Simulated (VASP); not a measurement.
Write the native input for VASP 6.6.1 that does the following.

* Task: relaxation of cell and atoms
* Functional: PBE
* Potentials or basis: VASP PAW PBE potentials, release 64 (Zr_sv, Pb_d, O)
* Cutoff: 520 eV
* k mesh: 4 × 4 × 4
* Occupations: gaussian, width 0.15 eV
* Spin: no spin polarisation
* Further INCAR settings: PREC = Normal; ALGO = Fast; EDIFF = 0.0001; IBRION = 2; EDIFFG = -0.08; NSW = 24; ISIF = 3

The structure of ZrPb2O5 lies in POSCAR:

```
ZrPb2O5
1.0
   -2.8148194100      3.0934694600      3.6296905300
    2.8148194100     -3.0934694600      3.6296905300
    2.8148194100      3.0934694600     -3.6296905300
Zr Pb O
1 2 5
Direct
    0.5000000000      0.0000000000      0.5000000000
    0.7157216300      0.7157216300      0.0000000000
    0.2842783700      0.2842783700      0.0000000000
    0.0000000000      0.0000000000      0.5000000000
    0.0000000000      0.5000000000      0.0000000000
    0.5000000000      0.5000000000      0.5000000000
    0.5000000000      0.0000000000      0.0000000000
    0.0000000000      0.5000000000      0.5000000000
```

The cell was built by a generator and needn't be a form met in nature.

These files were run (other wordings do the same):

INCAR

```
PREC = Normal ; ENCUT = 520
EDIFF = 1E-4 ; ISMEAR = 0
SIGMA = 0.15 ; LREAL = F
LASPH = T ; NELM = 60
ALGO = Fast ; ISIF = 3
LWAVE = F ; LCHARG = F
GGA = PE ; IBRION = 2
NSW = 24 ; EDIFFG = -0.08
```

KPOINTS

```
regular mesh
0
Gamma
  4 4 4
```

Potentials or basis: VASP PAW PBE potentials, release 64 (Zr_sv, Pb_d, O).

The run is started by

```console
$ cat potpaw_PBE.64/Zr_sv/POTCAR potpaw_PBE.64/Pb_d/POTCAR potpaw_PBE.64/O/POTCAR > POTCAR
$ mpirun -np 1 vasp_std > vasp.out
```

Results of the run:

* Relaxed volume: 13.94 Å³/atom
* Relaxed cell: a = 5.272 Å, b = 5.272 Å, c = 5.272 Å, α = 106.40°, β = 105.80°, γ = 116.45°
* Space group after relaxing (to 0.05 Å): Immm (No. 71)
* Energy gained by relaxing: 347.9 meV/atom
* Ionic steps: 22
* Pressure after relaxing: 0.0 GPa
* Largest force after relaxing: 0.048 eV/Å
* Band gap on the k mesh: none (metal or under the smearing width)

Caveat: the k mesh is coarse (spacing up to 0.38 Å⁻¹), so the values aren't converged; the relaxation stopped at a loose force limit of 0.08 eV/Å, so its end isn't a converged minimum.

Run time: 6.8 min on 1 thread of Intel(R) Xeon(R) 6975P-C (Granite Rapids), with other jobs on the host, peak memory 0.24 GiB.
